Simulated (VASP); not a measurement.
```yaml
crystal:
  lattice:
    - [0.00000, 2.25411, 2.25411]
    - [2.25411, 0.00000, 2.25411]
    - [2.25411, 2.25411, 0.00000]
  atoms:
    - { symbol: Ga, position: [0.00000, 0.00000, 0.00000] }
    - { symbol: N, position: [0.25000, 0.25000, 0.25000] }
```

Method: LDA (Ceperley-Alder, Perdew-Zunger), VASP's LDA PAW potentials (set 64) (plane waves; VASP). Numerical set-up: 520 eV cut-off, 10×10×10 Γ-centred mesh, Gaussian smearing of 0.050 eV, potentials Ga_d N.

Problem. Give the stress tensor in GPa (positive for a compressed cell).

Solution. 
```
-5.66   0.00   0.00
 0.00  -5.66   0.00
 0.00   0.00  -5.66
```
The pressure is its mean diagonal, -5.66 GPa.

The compound is GaN in the zinc blende structure, a metastable form; wurtzite is the usual one. This cell is one point of a volume scan, at 1.03 of the reference volume.
